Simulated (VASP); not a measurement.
The system is PmS.

```xyz
2
Lattice="0.0000 2.8387 2.8387 2.8387 0.0000 2.8387 2.8387 2.8387 0.0000" Properties=species:S:1:pos:R:3 pbc="T T T"
Pm    2.8387    2.8387    2.8387
S     0.0000    0.0000    0.0000
```

The cell comes from a database or a generator and needn't be the stable form of this composition.

Base run:

- Program: VASP 6.6.1
- Functional: LDA
- Potentials or basis: VASP PAW PBE potentials, release 64 (Pm, S)
- Cutoff: 520 eV
- k mesh: 6 × 6 × 6
- Occupations: gaussian, width 0.05 eV
- Spin: collinear spin, ferromagnetic start
- Starting moments: [4.0, 0.0] μB
- Hubbard terms: Pm f U = 6 eV

Its results: pressure -0.2 GPa; site moments Pm +4.46; S -0.06 μB.

Task: The run is repeated on the same cell with these changes: further incar settings from ALGO = Normal; EDIFF = 1e-07 to ALGO = Normal; EDIFF = 1e-06; fixed moment from none to 4 μB. What comes out?

Result: Pressure -1.3 GPa; site moments Pm +4.16; S -0.07 μB.

Caveats: the magnetic or orbital state may not be the lowest; the PAW data sets were made with another functional, which shifts forces and pressure a little; the total moment is fixed, so each spin has its own Fermi level (some runs).
